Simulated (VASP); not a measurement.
Given:

```xyz
2
Lattice="0.0000 2.2792 2.2792 2.2792 0.0000 2.2792 2.2792 2.2792 0.0000" Properties=species:S:1:pos:R:3 pbc="T T T"
Zr     0.0000     0.0000     0.0000
C      2.2792     2.2792     2.2792
```

Computed with PBEsol GGA, VASP's PBE PAW potentials (set 64) (plane waves; VASP). Numerical set-up: 620 eV cut-off, 14×14×14 Γ-centred mesh, first-order Methfessel-Paxton smearing of 0.10 eV, potentials Zr_sv C.

Problem. What does the run give for the energy per atom (σ→0), pressure, band gap (on the k-mesh) with the smallest direct gap where there is one?

Solution. 
| Quantity | Value |
|---|---|
| band gap (on the k-mesh) | none (metal, semimetal or under 0.01 eV) |
| energy per atom (σ→0) | -10.234 eV/atom |
| pressure | 19.98 GPa |

The absolute energy has meaning only against runs of the same code, potentials and settings.

The compound is ZrC in the rock salt structure. It was relaxed first under an external pressure of 20 GPa.
